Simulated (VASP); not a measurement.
Method: PBEsol GGA, VASP's PBE PAW potentials (set 64) (plane waves; VASP 6.6.1).

The input files of a VASP run:

**KPOINTS**
```
Automatic mesh
0
Gamma
12 12 12
0 0 0
```

INCAR:
```
# general
SYSTEM =Sb
PREC   =Accurate
ENCUT  =400
LREAL  =.FALSE.   # projection in real space or not
LASPH  =.TRUE.   # aspherical one-centre terms

# electronic loop
EDIFF  =1E-6   # SCF stop (eV)
NELM   =100
ALGO   =Normal   # blocked Davidson
LMAXMIX=4   # l cut-off of mixed one-centre charges

# smearing
ISMEAR =1
SIGMA  =0.1

# functional
GGA    =PS   # PBEsol

# ions
IBRION =2   # conjugate gradients
NSW    =60   # most ionic steps
ISIF   =3   # ions, shape and volume
EDIFFG =-0.01   # ionic stop

# output
LWAVE  =.FALSE.
LCHARG =.FALSE.
```

**POSCAR**
```
Sb
1
   -2.9799070000     2.9799070000     1.6258730000
    2.9799070000    -2.9799070000     1.6258730000
    2.9799070000     2.9799070000    -1.6258730000
Sb
2
Direct
  0.7500000000   0.2500000000   0.5000000000
  0.0000000000   0.0000000000   0.0000000000
```

POTCAR, in this order: Sb (PBE.64 set). Program: vasp_std.

Output of the run:

File OSZICAR:
```
       N       E                     dE             d eps       ncg     rms          rms(c)
DAV:   1     0.240592137260E+02    0.24059E+02   -0.29825E+03  2934   0.668E+02
DAV:   2    -0.785453108481E+01   -0.31914E+02   -0.31024E+02  4217   0.109E+02
DAV:   3    -0.891586490416E+01   -0.10613E+01   -0.10446E+01  3510   0.225E+01
DAV:   4    -0.892449936535E+01   -0.86345E-02   -0.86243E-02  3299   0.237E+00
DAV:   5    -0.892457055079E+01   -0.71185E-04   -0.71183E-04  3296   0.232E-01    0.254E+00
DAV:   6    -0.892016611179E+01    0.44044E-02   -0.12292E-03  3180   0.264E-01    0.149E+00
DAV:   7    -0.891721145265E+01    0.29547E-02   -0.29700E-03  3045   0.400E-01    0.608E-02
DAV:   8    -0.891721607569E+01   -0.46230E-05   -0.68452E-05  3221   0.727E-02    0.872E-03
DAV:   9    -0.891721635606E+01   -0.28038E-06   -0.15495E-06  2192   0.115E-02
   1 F= -.89172164E+01 E0= -.89171359E+01  d E =-.891722E+01
       N       E                     dE             d eps       ncg     rms          rms(c)
DAV:   1    -0.894623271644E+01   -0.29017E-01   -0.79252E-01  3031   0.494E+00    0.641E-01
DAV:   2    -0.893294677454E+01    0.13286E-01   -0.17264E-02  3052   0.981E-01    0.358E-01
DAV:   3    -0.892600513565E+01    0.69416E-02   -0.15406E-02  3209   0.676E-01    0.102E-01
DAV:   4    -0.892600105354E+01    0.40821E-05   -0.21960E-04  3121   0.124E-01    0.751E-02
DAV:   5    -0.892597756450E+01    0.23489E-04   -0.14002E-05  3259   0.281E-02    0.549E-03
DAV:   6    -0.892597702981E+01    0.53469E-06   -0.14144E-06  1652   0.801E-03
   2 F= -.89259770E+01 E0= -.89258711E+01  d E =-.876067E-02
       N       E                     dE             d eps       ncg     rms          rms(c)
DAV:   1    -0.892793707153E+01   -0.19595E-02   -0.40586E-02  3035   0.111E+00    0.145E-01
DAV:   2    -0.892724841091E+01    0.68866E-03   -0.92249E-04  3035   0.227E-01    0.816E-02
DAV:   3    -0.892688750568E+01    0.36091E-03   -0.78396E-04  3219   0.153E-01    0.220E-02
DAV:   4    -0.892688738819E+01    0.11749E-06   -0.10591E-05  3105   0.274E-02    0.165E-02
DAV:   5    -0.892688655948E+01    0.82871E-06   -0.61554E-07  1619   0.631E-03
   3 F= -.89268866E+01 E0= -.89268163E+01  d E =-.967020E-02
       N       E                     dE             d eps       ncg     rms          rms(c)
DAV:   1    -0.892899042095E+01   -0.21030E-02   -0.73666E-02  3251   0.154E+00    0.147E-01
DAV:   2    -0.892827476446E+01    0.71566E-03   -0.22883E-03  3042   0.345E-01    0.836E-02
DAV:   3    -0.892783847892E+01    0.43629E-03   -0.11223E-03  3046   0.181E-01    0.134E-02
DAV:   4    -0.892784082010E+01   -0.23412E-05   -0.41316E-05  3056   0.458E-02    0.808E-03
DAV:   5    -0.892784058581E+01    0.23429E-06   -0.82716E-07  1671   0.732E-03
   4 F= -.89278406E+01 E0= -.89277809E+01  d E =-.954026E-03
```

OUTCAR:
```
------------------------ aborting loop because EDIFF is reached ----------------------------------------
  FORCE on cell =-STRESS in cart. coord.  units (eV):
  Direction    XX          YY          ZZ          XY          YZ          ZX
  --------------------------------------------------------------------------------------
  Total        0.0009423      0.0009423      0.0198493      0.0000000      0.0000000      0.0000000
  in kB        0.0267434      0.0267434      0.5633369      0.0000000      0.0000000      0.0000000
  external PRESSURE =       0.2056079 kB  Pullay stress =       0.0000000 kB
  volume of cell :       56.45
      direct lattice vectors                 reciprocal lattice vectors
    -2.978749364  2.978749364  1.590595796     0.000000000  0.167855680  0.314347618
     2.978749364 -2.978749364  1.590595796     0.167855680  0.000000000  0.314347618
     2.978749364  2.978749364 -1.590595796     0.167855680  0.167855680  0.000000000
 POSITION                                       TOTAL-FORCE (eV/Angst)
 -----------------------------------------------------------------------------------
     -0.00000      2.97875      0.79530        -0.000000      0.000000     -0.000000
      0.00000      0.00000      0.00000         0.000000     -0.000000      0.000000
 -----------------------------------------------------------------------------------
    total drift:                                0.000000     -0.000000      0.000000
  FREE ENERGIE OF THE ION-ELECTRON SYSTEM (eV)
  ---------------------------------------------------
  free  energy   TOTEN  =        -8.9278405858 eV

  energy  without entropy=       -8.9276616670  energy(sigma->0) =       -8.92778095

 reached required accuracy - stopping structural energy minimisation
```
(Selected blocks of OUTCAR.)

File CONTCAR:
```
Sb
   1.00000000000000
    -2.9787493640512381    2.9787493640512381    1.5905957964598043
     2.9787493640512381   -2.9787493640512381    1.5905957964598043
     2.9787493640512381    2.9787493640512381   -1.5905957964598043
  Sb
     2
Direct
     0.7500000000000000    0.2500000000000000    0.5000000000000000
     0.0000000000000000    0.0000000000000000    0.0000000000000000
```

Energy and stress use the plane-wave basis of the starting cell.

The structure was generated: Sb was put into the beta-Sn type (I4_1/amd), which need not be its known phase. This run relaxes it. Symmetry was kept, so distortions that lower it aren't found.
